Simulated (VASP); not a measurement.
Computed with PBEsol GGA, VASP's PBE PAW potentials (set 64) (plane waves; VASP).

VASP ran on this input.

KPOINTS:
```
Automatic mesh
0
Gamma
7 3 1
0 0 0
```

**INCAR**
```
SYSTEM=TiO2(110) slab
PREC=Normal; ENCUT=450; LREAL=Auto
LASPH=.True.
EDIFF=1E-6; NELM=100; NELMIN=4
ALGO=Normal; LMAXMIX=4
ISMEAR=0; SIGMA=0.05
GGA=PS
LWAVE=.False.; LCHARG=.False.; LORBIT=11
LVHAR=.True.
DIPOL=0.5 0.5 0.5
LDIPOL=.True.; IDIPOL=3
```

File POSCAR:
```
TiO2(110) slab
1
    2.9430524456     0.0000000000     0.0000000000
    0.0000000000     6.4973109578     0.0000000000
    0.0000000000     0.0000000000    24.7599952459
O Ti
12 6
Direct
  1.0000000000   0.5000000000   0.3198025382
  0.0000000000   1.0000000000   0.4480581016
  0.5000000000   0.8139929273   0.3617565926
  0.5000000000   0.1860070727   0.3617565926
  0.0000000000   0.5000000000   0.4221476847
  1.0000000000   0.5000000000   0.5778523153
  0.5000000000   0.2952742206   0.5000000000
  0.5000000000   0.7047257794   0.5000000000
  1.0000000000   1.0000000000   0.5519418984
  0.5000000000   0.8139929273   0.6382434074
  0.5000000000   0.1860070727   0.6382434074
  0.0000000000   0.5000000000   0.6801974618
  0.0000000000   1.0000000000   0.3738117412
  0.5000000000   0.5000000000   0.3635316855
  0.0000000000   0.5000000000   0.5000000000
  0.5000000000   1.0000000000   0.5000000000
  0.0000000000   1.0000000000   0.6261882588
  0.5000000000   0.5000000000   0.6364683145
```

POTCAR, in this order: O Ti_sv (PBE.64 set). Program: vasp_std. Read from the step before: WAVECAR.

Output of the run:

OSZICAR:
```
       N       E                     dE             d eps       ncg     rms          rms(c)
DAV:   1    -0.166298819501E+03   -0.16630E+03   -0.18529E-04  1984   0.691E-02    0.347E-02
DAV:   2    -0.166298807126E+03    0.12375E-04   -0.28015E-04  1976   0.827E-02    0.221E-02
DAV:   3    -0.166298798265E+03    0.88604E-05   -0.46180E-05  1870   0.364E-02    0.381E-03
DAV:   4    -0.166298798257E+03    0.86693E-08   -0.24109E-06  1140   0.661E-03
   1 F= -.16629880E+03 E0= -.16629880E+03  d E =-.195341E-21
```

OUTCAR:
```
------------------------ aborting loop because EDIFF is reached ----------------------------------------
  FORCE on cell =-STRESS in cart. coord.  units (eV):
  Direction    XX          YY          ZZ          XY          YZ          ZX
  --------------------------------------------------------------------------------------
  Total       -5.0602570     -1.8576667     -2.1444393      0.0000000      0.0000000      0.0000000
  in kB      -17.1238315     -6.2863153     -7.2567495      0.0000000      0.0000000      0.0000000
  external PRESSURE =     -10.2222988 kB  Pullay stress =       0.0000000 kB
  volume of cell :      473.46
      direct lattice vectors                 reciprocal lattice vectors
     2.943052446  0.000000000  0.000000000     0.339783276  0.000000000  0.000000000
     0.000000000  6.497310958  0.000000000     0.000000000  0.153909826  0.000000000
     0.000000000  0.000000000 24.759995246     0.000000000  0.000000000  0.040387730
 POSITION                                       TOTAL-FORCE (eV/Angst)
 -----------------------------------------------------------------------------------
      0.00000      3.24866      7.91831         0.000000      0.000000     -0.017073
      0.00000      0.00000     11.09392         0.000000      0.000000      0.010970
      1.47153      5.28877      8.95709         0.000000      0.003538     -0.003649
      1.47153      1.20855      8.95709         0.000000     -0.003538     -0.003649
      0.00000      3.24866     10.45237         0.000000      0.000000     -0.006108
      0.00000      3.24866     14.30762         0.000000      0.000000      0.006108
      1.47153      1.91849     12.38000        -0.000000      0.012154     -0.000000
      1.47153      4.57882     12.38000         0.000000     -0.012154     -0.000000
      0.00000      0.00000     13.66608         0.000000      0.000000     -0.010970
      1.47153      5.28877     15.80290         0.000000      0.003538      0.003649
      1.47153      1.20855     15.80290         0.000000     -0.003538      0.003649
      0.00000      3.24866     16.84169         0.000000      0.000000      0.017073
      0.00000      0.00000      9.25558         0.000000      0.000000      0.016869
      1.47153      3.24866      9.00104         0.000000      0.000000     -0.000845
      0.00000      3.24866     12.38000         0.000000      0.000000     -0.000000
      1.47153      0.00000     12.38000         0.000000      0.000000     -0.000000
      0.00000      0.00000     15.50442         0.000000      0.000000     -0.016869
      1.47153      3.24866     15.75895         0.000000      0.000000      0.000845
 -----------------------------------------------------------------------------------
    total drift:                                0.000000      0.000000      0.000000
  FREE ENERGIE OF THE ION-ELECTRON SYSTEM (eV)
  ---------------------------------------------------
  free  energy   TOTEN  =      -166.2987982568 eV

  energy  without entropy=     -166.2987982568  energy(sigma->0) =     -166.29879826

 total charge

# of ion       s       p       d       tot
------------------------------------------
    1        1.596   3.433   0.000   5.028
    2        1.579   3.516   0.000   5.095
    3        1.577   3.479   0.000   5.057
    4        1.577   3.479   0.000   5.057
    5        1.573   3.454   0.000   5.028
    6        1.573   3.454   0.000   5.028
    7        1.577   3.482   0.000   5.059
    8        1.577   3.482   0.000   5.059
    9        1.579   3.516   0.000   5.095
   10        1.577   3.479   0.000   5.057
   11        1.577   3.479   0.000   5.057
   12        1.596   3.433   0.000   5.028
   13        2.231   6.293   1.824  10.348
   14        2.223   6.298   1.806  10.326
   15        2.223   6.306   1.727  10.256
   16        2.230   6.321   1.761  10.312
   17        2.231   6.293   1.824  10.348
   18        2.223   6.298   1.806  10.326
--------------------------------------------------
tot         32.323  79.496  10.746 122.565
```
(Selected blocks of OUTCAR.)

File OUTCAR:
```
 val. band max:       -2.6365473265   @ k =   0.0000   0.0000   0.0000

 cond. band min:      -1.2297868893   @ k =   0.0000   0.0000   0.0000


 Fermi energy:        -2.3072500699

 k-point     1 :       0.0000    0.0000    0.0000
  band No.  band energies     occupation
      1     -59.7376      2.00000
      2     -59.4237      2.00000
      3     -59.4236      2.00000
      4     -58.8959      2.00000
      5     -58.2995      2.00000
      6     -58.2995      2.00000
      7     -36.1928      2.00000
      8     -36.0360      2.00000
      9     -35.9931      2.00000
     10     -35.9189      2.00000
     11     -35.8844      2.00000
     12     -35.7759      2.00000
     13     -35.7757      2.00000
     14     -35.5783      2.00000
     15     -35.5781      2.00000
     16     -35.2989      2.00000
     17     -35.1531      2.00000
     18     -35.1375      2.00000
     19     -34.7225      2.00000
     20     -34.7225      2.00000
     21     -34.6840      2.00000
     22     -34.6791      2.00000
     23     -34.4469      2.00000
     24     -34.4468      2.00000
     25     -21.0267      2.00000
     26     -20.3610      2.00000
     27     -20.2315      2.00000
     28     -19.9834      2.00000
     29     -19.8879      2.00000
     30     -18.9279      2.00000
     31     -18.9115      2.00000
     32     -18.8811      2.00000
     33     -18.8498      2.00000
     34     -18.7925      2.00000
     35     -17.9738      2.00000
     36     -17.8171      2.00000
     37      -8.7323      2.00000
     38      -8.1729      2.00000
     39      -8.1674      2.00000
     40      -8.1432      2.00000
     41      -7.5059      2.00000
     42      -7.2705      2.00000
     43      -6.7063      2.00000
     44      -6.6610      2.00000
     45      -6.5736      2.00000
     46      -6.5724      2.00000
     47      -6.1990      2.00000
     48      -6.1666      2.00000
     49      -6.1290      2.00000
     50      -5.5272      2.00000
     51      -5.5030      2.00000
...
```

At this cut-off the stress carries a Pulay error, which pulls relaxed volumes low.

The cell is a thin slab with vacuum, built from TiO2 (rutile): (110) face.
